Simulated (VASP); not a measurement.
Data:

```
PbO
1.0
    4.13779     0.00000     0.00000
    0.00000     4.13779     0.00000
    0.00000     0.00000     5.56112
Pb O
2 2
Cartesian
  2.06889   0.00000   4.40105
  0.00000   2.06889   1.16007
  2.06889   2.06889   0.00000
  0.00000   0.00000   0.00000
```

The numbers are results of PBE GGA, VASP's PBE PAW potentials (set 64) (plane waves; VASP), not measurements. Run with 600 eV cut-off, 6×6×4 Γ-centred mesh, Gaussian smearing of 0.050 eV, potentials Pb_d O.

Without a dispersion term in the relaxation, distances and binding between the weakly bound layers, chains or molecules are unreliable, and so is what depends on them.

Problem. Give the stress tensor in GPa (positive for a compressed cell).

Solution. 
```
-1.87   0.00   0.00
 0.00  -1.87   0.00
 0.00   0.00  -0.19
```
The pressure is its mean diagonal, -1.31 GPa.

The compound is PbO in the litharge structure. This cell was strained or had an atom moved on purpose. Symmetry was kept, so distortions that lower it aren't found.
